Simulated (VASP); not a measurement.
A run of VASP 6.6.1 is set up as follows.

Contents of INCAR:

```
PREC = Accurate
ENCUT = 520
EDIFF = 1E-6
ISMEAR = 0
SIGMA = 0.1
LREAL = False
LASPH = True
NELM = 100
ALGO = Fast
ISIF = 2
LWAVE = False
LCHARG = False
GGA = CA
NBANDS = 18
```

Contents of KPOINTS:

```
Automatic mesh
0
Gamma
  16 16 16
```

The input POSCAR:

```
TaAl3
1.0
   -1.8980009528      1.8980009528      4.2199486962
    1.8980009528     -1.8980009528      4.2199486962
    1.8980009528      1.8980009528     -4.2199486962
Ta Al
1 3
Direct
    0.5000000000      0.5000000000      0.0000000000
    0.0000000000      0.0000000000      0.0000000000
    0.7500000000      0.2500000000      0.5000000000
    0.2500000000      0.7500000000      0.5000000000
```

Potentials or basis: VASP PAW LDA potentials, release 64 (Ta_pv, Al).

Command:

```sh
$ cat potpaw_LDA.64/Ta_pv/POTCAR potpaw_LDA.64/Al/POTCAR > POTCAR
$ mpirun -np 1 vasp_std > vasp.out
```

Estimate the band gap on the k mesh.

none (metal or under the smearing width).

What does it give for the pressure?

0.4 GPa.

Spin-orbit coupling is left out, which matters for the levels of Ta.
